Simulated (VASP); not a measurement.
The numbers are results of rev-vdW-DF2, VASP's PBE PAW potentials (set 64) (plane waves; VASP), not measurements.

Input for VASP

**KPOINTS**
```
k-points along high-symmetry lines
10
Line-mode
Reciprocal
  0.000000   0.000000   0.000000 ! GAMMA
  0.000000   0.500000   0.000000 ! M

  0.000000   0.500000   0.000000 ! M
 -0.333333   0.666667   0.000000 ! K

 -0.333333   0.666667   0.000000 ! K
  0.000000   0.000000   0.000000 ! GAMMA

  0.000000   0.000000   0.000000 ! GAMMA
  0.000000   0.000000   0.500000 ! A

  0.000000   0.000000   0.500000 ! A
  0.000000   0.500000   0.500000 ! L

  0.000000   0.500000   0.500000 ! L
 -0.333333   0.666667   0.500000 ! H

 -0.333333   0.666667   0.500000 ! H
  0.000000   0.000000   0.500000 ! A

  0.000000   0.500000   0.500000 ! L
  0.000000   0.500000   0.000000 ! M

 -0.333333   0.666667   0.500000 ! H
 -0.333333   0.666667   0.000000 ! K
```

INCAR:
```
SYSTEM = SiC
PREC = Accurate
ENCUT = 520
EDIFF = 1E-7
NELM = 100
ALGO = Normal
LREAL = .FALSE.
LASPH = .TRUE.
ISMEAR = 0
SIGMA = 0.05
GGA = MK
PARAM1 = 0.1234568
PARAM2 = 0.7114
ZAB_VDW = -1.8867
LUSE_VDW = .TRUE.
AGGAC = 0.0
LWAVE = .FALSE.
LCHARG = .FALSE.
LORBIT = 11
ICHARG = 11
```

File POSCAR:
```
SiC
10.1358810
  0.1522471265  -0.2636997341   0.0000000000
  0.1522471265   0.2636997341   0.0000000000
  0.0000000000   0.0000000000   0.5000000175
Si C
2 2
Cartesian
  0.1522471265  -0.0879000872   0.2498326777
  0.1522471265   0.0879000872   0.4998326865
  0.1522471265  -0.0879000872   0.4376673463
  0.1522471265   0.0879000872   0.1876673376
```

POTCAR, in this order: Si C (PBE.64 set). Program: vasp_std. Read from the step before: CHGCAR.

The run wrote:

### OSZICAR
```
       N       E                     dE             d eps       ncg     rms          rms(c)
DAV:   1     0.378163085724E+02    0.37816E+02   -0.72648E+03  2160   0.118E+03
DAV:   2    -0.223278139211E+02   -0.60144E+02   -0.54977E+02  3140   0.176E+02
DAV:   3    -0.251005259635E+02   -0.27727E+01   -0.27516E+01  2808   0.371E+01
DAV:   4    -0.251334565289E+02   -0.32931E-01   -0.32892E-01  2624   0.462E+00
DAV:   5    -0.251341300889E+02   -0.67356E-03   -0.67333E-03  2724   0.595E-01
DAV:   6    -0.251341533986E+02   -0.23310E-04   -0.23308E-04  2656   0.965E-02
DAV:   7    -0.251341543544E+02   -0.95579E-06   -0.95575E-06  2700   0.171E-02
DAV:   8    -0.251341544090E+02   -0.54649E-07   -0.54680E-07  2280   0.321E-03
   1 F= -.25134154E+02 E0= -.25134154E+02  d E =-.120633E-15
```

### OUTCAR
```
 val. band max:        8.0907928860   @ k =   0.0000   0.0000   0.0000

 cond. band min:      10.3789115925   @ k =  -0.3333   0.6667   0.0000



 k-point     1 :       0.0000    0.0000    0.0000
  band No.  band energies     occupation
      1      -7.3523      2.00000
      2      -3.8252      2.00000
      3      -0.5319      2.00000
      4       6.7840      2.00000
      5       6.7841      2.00000
      6       7.9706      2.00000
      7       8.0908      2.00000
      8       8.0908      2.00000
      9      12.8519      0.00000
     10      14.2001      0.00000
     11      14.6954      0.00000
     12      14.6954      0.00000

 k-point     2 :       0.0000    0.0556    0.0000
  band No.  band energies     occupation
      1      -7.2991      2.00000
      2      -3.7796      2.00000
      3      -0.4830      2.00000
      4       6.4647      2.00000
      5       6.6870      2.00000
      6       7.8694      2.00000
      7       7.9473      2.00000
      8       8.0621      2.00000
      9      13.0750      0.00000
     10      14.2158      0.00000
     11      14.6552      0.00000
     12      14.8088      0.00000

 k-point     3 :       0.0000    0.1111    0.0000
  band No.  band energies     occupation
      1      -7.1401      2.00000
      2      -3.6445      2.00000
      3      -0.3379      2.00000
      4       5.6640      2.00000
      5       6.4350      2.00000
      6       7.3135      2.00000
      7       7.8240      2.00000
      8       7.9665      2.00000
      9      13.3084      0.00000
     10      14.3055      0.00000
     11      14.8050      0.00000
     12      15.1114      0.00000

 k-point     4 :       0.0000    0.1667    0.0000
  band No.  band energies     occupation
      1      -6.8773      2.00000
      2      -3.4254      2.00000
      3      -0.1026      2.00000
      4       4.6344      2.00000
      5       6.1037      2.00000
      6       6.5234      2.00000
      7       7.6132      2.00000
...
```

The density is held fixed in this step, so its total energy and stress have no physical meaning.

The compound is SiC in the wurtzite structure, the rare 2H polytype. It was relaxed first.
